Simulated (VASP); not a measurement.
# ZrB4C (F-43m) in VASP: further runs, part 2 of 2

VASP 6.6.1. The steps go on from the part before.

**3. Relaxation of the atoms, PBEsol+D3+U (volume scaled by 1.08)**

The input, INCAR:

```
SYSTEM = ZrB4C
ALGO = Normal
EDIFF = 1E-7
EDIFFG = -0.005
ENCUT = 500
GGA = PS
IBRION = 2
ISIF = 2
ISMEAR = -1
IVDW = 11
LASPH = .True.
LCHARG = .False.
LDAU = .True.
LDAUJ = 1 0 0
LDAUL = 2 -1 -1
LDAUPRINT = 1
LDAUTYPE = 2
LDAUU = 4.5 0 0
LMAXMIX = 4
LREAL = .False.
LWAVE = .False.
NELM = 100
NSW = 40
PREC = Accurate
SIGMA = 0.05
```

The input, KPOINTS:

```
k-points
0
Gamma
  8 8 8
  0 0 0
```

The input, POSCAR:

```
ZrB4C
1.0
    0.0000000000      3.0591401287      3.0591401287
    3.0591401287      0.0000000000      3.0591401287
    3.0591401287      3.0591401287      0.0000000000
Zr B C
1 4 1
Direct
    0.2500000000      0.2500000000      0.2500000000
    0.6404400000      0.0786700000      0.6404400000
    0.0786700000      0.6404400000      0.6404400000
    0.6404400000      0.6404400000      0.0786700000
    0.6404400000      0.6404400000      0.6404400000
    0.0000000000      0.0000000000      0.0000000000
```

Potentials or basis: VASP PAW PBE potentials, release 64 (Zr_sv, B, C).

Command:

```console
$ cat potpaw_PBE.64/Zr_sv/POTCAR potpaw_PBE.64/B/POTCAR potpaw_PBE.64/C/POTCAR > POTCAR
$ mpirun -np 1 vasp_std > vasp.out
```

OUTCAR:

```text
SYSTEM = ZrB4C
   EDIFF = 1E-7
   EDIFFG = -0.005
   ENCUT = 500
   GGA = PS
   IBRION = 2
   ISIF = 2
   ISMEAR = -1
   IVDW = 11
   LASPH = .True.
   LREAL = .False.
   NELM = 100
   NSW = 40
   PREC = Accurate
 IVDW          = 11

 ion  position               nearest neighbor table
   1  0.250  0.250  0.250-   2 2.57   3 2.57   4 2.57   5 2.57   5 2.57   5 2.57   3 2.57   4 2.57
                             3 2.57   2 2.57   4 2.57   2 2.57   6 2.65   6 2.65   6 2.65   6 2.65
   2  0.640  0.079  0.640-   3 1.90   4 1.90   5 1.90   1 2.57   1 2.57   1 2.57
   3  0.079  0.640  0.640-   2 1.90   4 1.90   5 1.90   1 2.57   1 2.57   1 2.57
   4  0.640  0.640  0.079-   2 1.90   3 1.90   5 1.90   1 2.57   1 2.57   1 2.57
   5  0.640  0.640  0.640-   2 1.90   3 1.90   4 1.90   1 2.57   1 2.57   1 2.57
   6  0.000  0.000  0.000-   1 2.65   1 2.65   1 2.65   1 2.65

  LATTYP: Found a face centered cubic cell.
 ALAT       =     6.1182802574

  Lattice vectors:

 A1 = (   0.0000000000,   3.0591401287,   3.0591401287)
 A2 = (   3.0591401287,   0.0000000000,   3.0591401287)
 A3 = (   3.0591401287,   3.0591401287,   0.0000000000)

[... 387 lines left out ...]
  o =  0.1370  v =  0.5774  0.5774  0.0000  0.5774 -0.0000  0.0000  0.0000  0.0000  0.0000  0.0000      0.0000  0.0000  0.0000  0.0000  0.0000  0.0000  0.0000  0.0000  0.0000  0.0000
  o =  0.1370  v =  0.0000  0.0000  0.0000  0.0000  0.0000  0.5774  0.5774  0.0000  0.5774 -0.0000      0.0000  0.0000  0.0000  0.0000  0.0000  0.0000  0.0000  0.0000  0.0000  0.0000
  o =  0.1899  v =  0.0000  0.0000  0.0000  0.0000  0.0000  0.0000  0.0000 -0.0000 -0.0000  1.0000      0.0000  0.0000  0.0000  0.0000  0.0000  0.0000  0.0000  0.0000  0.0000  0.0000
  o =  0.1899  v =  0.0000  0.0000 -0.0000 -0.0000  1.0000  0.0000  0.0000  0.0000  0.0000  0.0000      0.0000  0.0000  0.0000  0.0000  0.0000  0.0000  0.0000  0.0000  0.0000  0.0000
  o =  0.1899  v =  0.0000  0.0000  0.0000  0.0000  0.0000 -0.0000  0.0000 -1.0000  0.0000 -0.0000      0.0000  0.0000  0.0000  0.0000  0.0000  0.0000  0.0000  0.0000  0.0000  0.0000
  o =  0.1899  v = -0.0000  0.0000 -1.0000  0.0000 -0.0000  0.0000  0.0000  0.0000  0.0000  0.0000      0.0000  0.0000  0.0000  0.0000  0.0000  0.0000  0.0000  0.0000  0.0000  0.0000

--------------------------------------- Ionic step        5  -------------------------------------------

 number of electron      28.0000000 magnetization

 Free energy of the ion-electron system (eV)
  ---------------------------------------------------
  ext. energy  EPLUGINS =         0.00000000
  ---------------------------------------------------
  free energy    TOTEN  =       -37.76808208 eV

  energy without entropy =      -37.75533588  energy(sigma->0) =      -37.76170898

 E-fermi :   7.8787     XC(G=0): -12.0710

 val. band max:        7.8016246493   @ k =  -0.3750   0.2500   0.5000
 cond. band min:       7.8847390824   @ k =   0.3750   0.2500   0.0000
 fundamental gap:      0.0831144332
 Fermi energy:         7.8787059162

 k-point     1 :       0.0000    0.0000    0.0000
  band No.  band energies     occupation
      1     -40.7809      2.00000
      2     -18.8934      2.00000
      3     -18.8934      2.00000
      4     -18.8934      2.00000
      5      -6.3916      2.00000
      6       0.0154      2.00000
[... 481 lines left out ...]
      5      -5.4901      2.00000
      6      -1.8283      2.00000
[... 10 lines left out ...]
     17       9.4235      0.00000
     18      10.4739      0.00000

 [... further k-points ...]

------------------------ aborting loop because EDIFF is reached ----------------------------------------

 Edisp (eV)   -0.82445

 E8    (eV) :    -0.4772
[... 29 lines left out ...]
  FREE ENERGIE OF THE ION-ELECTRON SYSTEM (eV)
  ---------------------------------------------------
  free  energy   TOTEN  =       -38.5925282993 eV

  energy  without entropy=      -38.5797821028  energy(sigma->0) =      -38.58615520

 reached required accuracy - stopping structural energy minimisation
```

OSZICAR:

```text
N       E                     dE             d eps       ncg     rms          rms(c)
DAV:   1     0.141293276295E+03    0.14129E+03   -0.14232E+04  2340   0.145E+03
DAV:   2    -0.281764705243E+02   -0.16947E+03   -0.16622E+03  2898   0.331E+02
[... 40 lines left out ...]
   4 F= -.38592519E+02 E0= -.38586138E+02  d E =-.419832E-01
       N       E                     dE             d eps       ncg     rms          rms(c)
DAV:   1    -0.377680938515E+02   -0.73279E-04   -0.30165E-03  2340   0.326E-01    0.194E-02
DAV:   2    -0.377680833545E+02    0.10497E-04   -0.10809E-04  2652   0.659E-02    0.934E-03
DAV:   3    -0.377680820756E+02    0.12789E-05   -0.11597E-05  3060   0.172E-02    0.462E-03
DAV:   4    -0.377680820381E+02    0.37450E-07   -0.10753E-06  2990   0.655E-03    0.234E-03
DAV:   5    -0.377680820799E+02   -0.41771E-07   -0.20911E-07  1912   0.276E-03
   5 F= -.38592528E+02 E0= -.38586155E+02  d E =-.419924E-01
```

Wall time 3.7 min (1 thread of Intel Xeon Platinum 8375C at 2.90GHz (Ice Lake), shared host); peak memory 0.23 GiB.

What came out:

```yaml
Free_energy: -38.5925 eV
Energy_gained_by_relaxing: 7.0 meV/atom
Ionic_steps: 5
Pressure_after_relaxing: -11.5 GPa
Largest_force_after_relaxing: 0.004 eV/Å
Band_gap_on_the_k_mesh: none (metal or under the smearing width)
Dispersion_energy_per_atom: -0.137 eV
```

Forces on the atoms (eV/Å):
```
Zr   0.000  0.000  0.000
B    0.002 -0.002  0.002
B   -0.002  0.002  0.002
B    0.002  0.002 -0.002
B   -0.002 -0.002 -0.002
C    0.000  0.000  0.000
```

The path:
| step | energy change (eV) | largest force (eV/Å) | pressure (GPa) |
| --- | --- | --- | --- |
| 1 | 0.0000 | 0.4319 | -14.37 |
| 2 | -0.0298 | 0.2697 | -13.08 |
| 3 | -0.0418 | 0.0404 | -11.35 |
| 4 | -0.0420 | 0.0094 | -11.59 |
| 5 | -0.0420 | 0.0040 | -11.53 |

Final structure:
```cif
data_structure
_symmetry_space_group_name_H-M 'P 1'
_symmetry_Int_Tables_number 1
_cell_length_a 4.3263
_cell_length_b 4.3263
_cell_length_c 4.3263
_cell_angle_alpha 60.000
_cell_angle_beta 60.000
_cell_angle_gamma 60.000
_cell_volume 57.26
loop_
_atom_site_label
_atom_site_type_symbol
_atom_site_fract_x
_atom_site_fract_y
_atom_site_fract_z
_atom_site_occupancy
Zr1 Zr 0.25000 0.25000 0.25000 1
B1 B 0.64441 0.06678 0.64441 1
B2 B 0.06678 0.64441 0.64441 1
B3 B 0.64441 0.64441 0.06678 1
B4 B 0.64440 0.64440 0.64440 1
C1 C 0.00000 0.00000 0.00000 1
```

Eigenvalues of the final occupation matrices:
| site | spin | trace | eigenvalues |
| --- | --- | --- | --- |
| site 1 d | 1 | 0.79 | 0.14 0.14 0.14 0.19 0.19 |
| site 1 d | 2 | 0.79 | 0.14 0.14 0.14 0.19 0.19 |

Caveat: the PAW data sets were made with another functional, which shifts forces and pressure a little; U without spin polarisation on a metal has little footing; pairwise dispersion overbinds metals, which lowers pressure and volume; the U is typed as a test and isn't derived for this compound.
